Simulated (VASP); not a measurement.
Data:

```yaml
crystal:
  lattice:
    - [1.34501, -2.32963, 0.00000]
    - [1.34501, 2.32963, 0.00000]
    - [0.00000, 0.00000, 4.39742]
  atoms:
    - { symbol: Tc, position: [0.33333, 0.66667, 0.25000] }
    - { symbol: Tc, position: [0.66667, 0.33333, 0.75000] }
```

Method: PBE GGA, VASP's PBE PAW potentials (set 64) (plane waves; VASP). Run with 480 eV cut-off, 14×14×8 Γ-centred mesh, first-order Methfessel-Paxton smearing of 0.10 eV, potentials Tc_pv.

### Question
Estimate the energy per atom (σ→0), pressure, band gap (on the k-mesh) with the smallest direct gap where there is one.

### Answer

```yaml
band gap (on the k-mesh): none (metal, semimetal or under 0.01 eV)
energy per atom (σ→0): -10.317 eV/atom
pressure: 14.46 GPa
```

Total energies compare only between runs with the same potentials, cut-off and functional.

The compound is Tc in the hcp structure. This cell was strained or had an atom moved on purpose.
